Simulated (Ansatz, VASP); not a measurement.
# One calculation of Mn2FeN2, two programs

File INCAR:

```
PREC = Accurate
ENCUT = 520
EDIFF = 1E-7
ISMEAR = -1
SIGMA = 0.05
LREAL = F
LASPH = T
NELM = 100
ALGO = Normal
ISIF = 2
LWAVE = F
LCHARG = F
ISPIN = 2
MAGMOM = 3 4 4 0 0
LORBIT = 11
LMAXMIX = 4
GGA = PE
NBANDS = 34
```

File KPOINTS:

```
regular mesh
0
Gamma
  10 10 5
```

The input POSCAR:

```
Mn2FeN2
1.0
    2.6151203308     -1.5150963246      0.0000000000
    2.6151203308      1.5150963246      0.0000000000
   -0.0147385655      0.0000000000      5.9273082974
Fe Mn N
1 2 2
Direct
   -0.0242150000      0.0154340000      0.5022680000
    0.6607170000      0.6736640000      0.8256370000
    0.3576000000      0.3218750000      0.1664490000
    0.6677620000      0.6675730000      0.2632170000
    0.3343330000      0.3326220000      0.7343080000
```

input.yaml

```yaml
crystal:
  lattice:
    - [2.6151203308, -1.5150963246, 0.0]
    - [2.6151203308, 1.5150963246, 0.0]
    - [-0.0147385655, 0.0, 5.9273082974]
  atoms:
    - { symbol: Fe, position: [-0.024215, 0.015434, 0.502268], spin: 3.0 }
    - { symbol: Mn, position: [0.660717, 0.673664, 0.825637], spin: 4.0 }
    - { symbol: Mn, position: [0.3576, 0.321875, 0.166449], spin: 4.0 }
    - { symbol: "N", position: [0.667762, 0.667573, 0.263217] }
    - { symbol: "N", position: [0.334333, 0.332622, 0.734308] }
hamiltonian:
  xc: pbe
  pseudopotentials: { kind: paw }
magnetization:
  spin_polarized: true
kpoints:
  mp_grid: { grid: [10, 10, 5] }
scf:
  occupations: { method: fermi_dirac, width: 0.05 }
output:
  forces: true
  stress: true
  eigenvalues: true
  write_density: true
  write_potential: true
  elf: true
  volumetric_format: npy
```

Change from the starting cell: atoms moved at random, drawn with an rms of 0.05 Å.

Alike in both runs: task single point; functional PBE; k mesh 10 × 10 × 5; occupations fermi-dirac, width 0.05 eV; collinear spin, ferromagnetic start.

```csv
,VASP,Ansatz
version,VASP 6.6.1,Ansatz 0.2.0
potentials or method,"VASP PAW PBE potentials, release 64 (Fe, Mn_pv, N)",Ansatz PAW
plane-wave cutoff (eV),520,420
valence electrons in the cell,44,56
```

|  | VASP | Ansatz | Ansatz less VASP |
| --- | --- | --- | --- |
| gap on the k mesh at the Fermi level (eV) | none | none | - |
| pressure (GPa) | -0.9 | -1.6 | -0.63 |
| largest component of the traceless stress (GPa) | 2.92 | 2.87 | -0.056 |
| rms of the force components (eV/Å) | 0.388 | 0.377 | -0.0112 |
| net moment per atom (μB) | 0.34 | 0.35 | +0.008 |
| size of the moment on the site where the two differ most (μB) | 0.43 | 0.34 | -0.084 |

Site moments also hang on the region over which each program counts them. Atom by atom the forces differ by 0.024 eV/Å (rms over components). A gap of «none» marks a metal or a gap that the smearing closes. The functional is the same, so the differences come from potentials, cutoffs and numerics. The two sets of potentials don't hold the same shells in valence.

Caveats: only a ferromagnetic start was run, and an antiferromagnetic order may lie lower in energy; the pressure holds a Pulay correction of +0.4 GPa for the finite cutoff (Ansatz); the starting moments weren't kept (Ansatz).
